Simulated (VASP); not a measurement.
TiO2 (anatase) is relaxed at rising pressure, each step from the one before. Symmetry mostly holds the structure type, and other phases were not tried. The mesh follows the cell, and a change of mesh leaves a small step in the series.

Given:

Space group I4₁/amd, origin choice 1 (No. 141); a = 3.8029 Å, b = 3.8029 Å, c = 9.7049 Å, α = 90.00°, β = 90.00°, γ = 90.00°

```tsv
atom	site	symmetry	x	y	z
Ti	4a	-4m2	0.0000	0.0000	0.0000
O	8e	2mm.	0.0000	0.0000	0.2065
```
(The calculation used a cell of 6 atoms; values per cell refer to that cell.)

These are PBE GGA, VASP's PBE PAW potentials (set 64) (plane waves; VASP) values and carry that method's errors. Numerical set-up: 620 eV cut-off, 8×8×8 Γ-centred mesh, Gaussian smearing of 0.050 eV, potentials Ti_sv O.

| P (GPa) | V (Å³/atom) | H − H(0) (eV/atom) | space group | k-mesh |
|---|---|---|---|---|
| 0 | 11.70 | 0.000 | I4_1/amd | 8×8×8 |
| 10 | ? | ? | I4_1/amd | 8×8×8 |
| 30 | ? | ? | I4_1/amd | 8×8×8 |
| 45 | 9.48 | 2.945 | I4_1/amd | 8×8×8 |

Problem. Complete the blanks.

Solution. 
- 10, V (Å³/atom): 11.08
- 10, H − H(0) (eV/atom): 0.711
- 30, V (Å³/atom): 10.07
- 30, H − H(0) (eV/atom): 2.030

Pressures at which the relaxation failed are left out.

The compound is TiO2 in the anatase structure, one of several forms; rutile is the usual stable one.
